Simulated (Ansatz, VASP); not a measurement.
# Cross-check of Si19O32 (amorphous SiO1.7) between VASP and Ansatz, part 2 of 2

Wanted: the spread between two codes on one cell, functional and k mesh. Of the first pair: The structure shown is the start of the Ansatz relaxation below; VASP solves that cell, so the two are compared at the walk's first step.

VASP 6.6.1 and Ansatz 0.2.0.

So far. Step 3 (VASP: single point, PBE, start cell, pair 1): The run ends at a pressure of -1.10 GPa, with forces up to 2.9 eV/Å.

## (6) VASP: single point, PBE, relaxed atoms in a fixed cell, pair 2

Level of this step: PBE; plane waves and PAW (Si, O) (VASP).

The same cell, functional, mesh and smearing now go to VASP, with its own data sets.

INCAR

```
SYSTEM = Si19O32
PREC = Accurate
ENCUT = 520
EDIFF = 1E-06
NELM = 120
ISMEAR = 0
SIGMA = 0.05
LREAL = Auto
ALGO = Normal
GGA = PE
NBANDS = 509
LORBIT = 11
LWAVE = .FALSE.
LCHARG = .FALSE.
ISIF = 2
LASPH = .TRUE.
GGA_COMPAT = .FALSE.
EFERMI = MIDGAP
```

POSCAR

```
Si19O32
1.0
   13.3125000000      0.0000000000      0.0000000000
    0.0000000000     13.3125000000      0.0000000000
    0.0000000000      0.0000000000     13.3125000000
Si O
57 96
Direct
    0.5202100000      0.6463600000      0.0076600000
    0.3559800000      0.1393200000      0.3444000000
[... 2 atom lines left out ...]
    0.1966700000      0.3894900000      0.3930600000
    0.6953700000      0.9439300000      0.1378900000
[... 6 atom lines left out ...]
    0.1785900000      0.0256700000      0.0524700000
[... 6 atom lines left out ...]
    0.7264200000      0.1042300000      0.9616100000
[... 2 atom lines left out ...]
    0.8898200000      0.2377200000      0.0801900000
[... 5 atom lines left out ...]
    0.2120800000      0.2334600000      0.9935300000
[... 2 atom lines left out ...]
    0.8926700000      0.4557000000      0.1684000000
    0.9060400000      0.9464500000      0.2467000000
    0.5350700000      0.2726400000      0.2614700000
    0.0513100000      0.5915700000      0.0796600000
[... 5 atom lines left out ...]
    0.7395300000      0.2249700000      0.3683800000
    0.1651700000      0.2739800000      0.2732500000
[... 1 atom line left out ...]
    0.9436700000      0.1680000000      0.2517400000
[... 2 atom lines left out ...]
    0.9643200000      0.0736200000      0.4057000000
[... 9 atom lines left out ...]
    0.0343100000      0.3328600000      0.9150400000
    0.6178800000      0.1519900000      0.9322500000
[... 2 atom lines left out ...]
    0.8157400000      0.4990700000      0.2484300000
[... 5 atom lines left out ...]
    0.8463300000      0.2472400000      0.3082600000
[... 1 atom line left out ...]
    0.0795100000      0.0403000000      0.4411600000
[... 3 atom lines left out ...]
    0.9117900000      0.1161200000      0.5122100000
    0.6485700000      0.2386900000      0.2832800000
[... 2 atom lines left out ...]
    0.1982400000      0.3565300000      0.1835100000
[... 2 atom lines left out ...]
    0.9763300000      0.4409000000      0.8967700000
[... 4 atom lines left out ...]
    0.0035700000      0.5003400000      0.1552900000
[... 2 atom lines left out ...]
    0.9559200000      0.8378300000      0.2108200000
[... 1 atom line left out ...]
    0.1185200000      0.4859100000      0.3765100000
[... 2 atom lines left out ...]
    0.2144100000      0.9983900000      0.1663300000
[... 2 atom lines left out ...]
    0.0930800000      0.9439000000      0.0155800000
    0.7792100000      0.0676000000      0.8560200000
[... 9 atom lines left out ...]
    0.2636200000      0.1926300000      0.2877200000
[... 1 atom line left out ...]
    0.6043600000      0.9976800000      0.2043700000
[... 3 atom lines left out ...]
    0.7164000000      0.0055900000      0.0351500000
[... 2 atom lines left out ...]
    0.7397400000      0.1036500000      0.3910200000
[... 1 atom line left out ...]
    0.7881600000      0.9369900000      0.2153900000
[... 1 atom line left out ...]
    0.9163900000      0.9618100000      0.3687600000
[... 4 atom lines left out ...]
    0.9492500000      0.0489200000      0.1932600000
[... 8 atom lines left out ...]
    0.1437500000      0.3327800000      0.9742500000
    0.8555100000      0.3620800000      0.1082900000
    0.1441000000      0.1439900000      0.0470200000
[... 1 atom line left out ...]
    0.5199600000      0.2906400000      0.1442300000
[... 1 atom line left out ...]
    0.9630900000      0.2598600000      0.9818100000
[... 1 atom line left out ...]
    0.0239200000      0.9859400000      0.8373700000
[... 1 atom line left out ...]
    0.0581700000      0.2246900000      0.2450000000
[... 1 atom line left out ...]
    0.0629400000      0.2923100000      0.8038700000
    0.7910300000      0.1872800000      0.0241800000
[... 5 atom lines left out ...]
    0.8838700000      0.4613200000      0.7177100000
```

KPOINTS

```
Automatic mesh
0
Gamma
1 1 1
0 0 0
```

The projector-augmented-wave data sets are Si and O (PBE family, release 64).

The run is started by

```bash
$ export OMP_NUM_THREADS=3
$ mpirun -np 1 vasp_gam
```

Output:

```text
[... set-up lines as in an earlier step ...]
 entering main loop
       N       E                     dE             d eps       ncg     rms          rms(c)
DAV:   1     0.727590665941E+04    0.72759E+04   -0.46137E+05  1042   0.152E+03
DAV:   2    -0.583829825206E+03   -0.78597E+04   -0.75975E+04  1263   0.364E+02
DAV:   3    -0.128363219362E+04   -0.69980E+03   -0.69448E+03  1204   0.116E+02
DAV:   4    -0.129988226051E+04   -0.16250E+02   -0.16160E+02  1204   0.188E+01
[...]
DAV:  19    -0.114758751329E+04    0.23812E-05   -0.11006E-05  1148   0.593E-03    0.103E-02
DAV:  20    -0.114758751201E+04    0.12717E-05   -0.12010E-05  1092   0.622E-03    0.487E-03
DAV:  21    -0.114758751145E+04    0.56308E-06   -0.16652E-06   796   0.396E-03
   1 F= -.11475875E+04 E0= -.11475875E+04  d E =-.758439E-75
```

OUTCAR, selected parts (step 6):

```text
  FREE ENERGIE OF THE ION-ELECTRON SYSTEM (eV)
  ---------------------------------------------------
  free  energy   TOTEN  =     -1147.5875114509 eV

  energy  without entropy=    -1147.5875114509  energy(sigma->0) =    -1147.58751145

[... 1 part as in an earlier step ...]

[... 1 further part left out ...]
[key lines of the parts left out:]
E-fermi :   3.7816
```

The run ends at a pressure of -1.39 GPa, with forces up to 0.11 eV/Å.

## (7) Side by side

Compared:

```csv
quantity,Ansatz,VASP,difference
gap on the k mesh (eV),1.304,1.304,0.000
```

Forces on 7 of the 153 atoms, those with the largest forces and the largest differences (eV/Å; atoms numbered as in POSCAR):

```csv
atom,"Ansatz x, y, z","VASP x, y, z"
Si13,"-0.005, -0.001, 0.006","-0.034, -0.029, 0.070"
Si22,"-0.001, 0.008, -0.001","0.048, -0.058, -0.028"
Si33,"-0.004, -0.012, -0.002","-0.042, -0.085, -0.028"
Si35,"0.006, -0.007, -0.004","0.007, -0.075, 0.020"
Si51,"0.003, 0.002, -0.002","0.077, 0.029, 0.017"
O135,"-0.010, -0.026, -0.015","-0.010, -0.097, -0.045"
O138,"0.001, -0.009, -0.006","-0.035, 0.000, -0.079"
```

The forces differ by 20 meV/Å r.m.s., where the r.m.s. force is 0.006 eV/Å in Ansatz and 0.022 eV/Å in VASP: the atoms lie near their places of rest in Ansatz, so a percentage would say little (all taken over all components). A gap on the mesh is an upper bound, since the band edges may lie between its points.

## (8) Results

| Quantity | Value |
| --- | --- |
| r.m.s. force difference (single point, PBE, start cell, pair 1) | 21 meV/Å |
| r.m.s. force difference (single point, PBE, relaxed atoms in a fixed cell, pair 2) | 20 meV/Å |

What this shows: The r.m.s. force difference is 21 meV/Å (single point, PBE, start cell, pair 1), beyond the 12 meV/Å picked in this series as the mark of a large difference. What causes the difference of the single point, PBE, start cell, pair 1 pair stays open here. What causes the difference of the single point, PBE, relaxed atoms in a fixed cell, pair 2 pair stays open here. Such differences can come from data sets, numerical settings and the points named under the comparisons, not from the functional's error against experiment.

[Lines on the potential files, build, host, timing and source positions are cut from VASP's logs without a mark.]

[Logs are printed without paths, hosts, clocks, repeated set-up lines and the standing remarks that a program may print on its own settings, such as how far it seeks lower states.]

[Hosts, paths, dates, database ids (printed as entryN), source tags and the programs' standing remarks are cut or masked in the printed files.]
